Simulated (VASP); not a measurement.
B2Ru, 6 atoms in the cell. The typed cell holds 6 atoms: a = 2.865 Å, b = 4.645 Å, c = 4.045 Å, α = 90.00°, β = 90.00°, γ = 90.00°.  The cell isn't the ideal one: atoms moved at random, drawn with an rms of 0.05 Å.

```yaml
Program: VASP 6.6.1
Task: single point
Functional: PBEsol
Potentials_or_basis: VASP PAW PBE potentials, release 64 (Ru_pv, B)
Cutoff: 520 eV
k_mesh: 9 × 6 × 7
Occupations: fermi-dirac, width 0.05 eV
Spin: no spin polarisation
Ladder: free
Further_INCAR_settings: ALGO = Normal; EDIFF = 1e-07; NBANDS = 29
```

Potentials or basis: VASP PAW PBE potentials, release 64 (Ru_pv, B).

The run is started by

```sh
$ cat potpaw_PBE.64/Ru_pv/POTCAR potpaw_PBE.64/B/POTCAR > POTCAR
$ mpirun -np 2 vasp_std > vasp.out
```

Hardware: 2 MPI ranks on Intel(R) Xeon(R) Platinum 8559C (Emerald Rapids), with other jobs on the host.

Estimate the wall time of this run.

Wall time 65 s on 2 MPI ranks on Intel(R) Xeon(R) Platinum 8559C (Emerald Rapids), with other jobs on the host, peak memory 0.34 GiB a rank. Counts: scf iterations 15, k points 190.
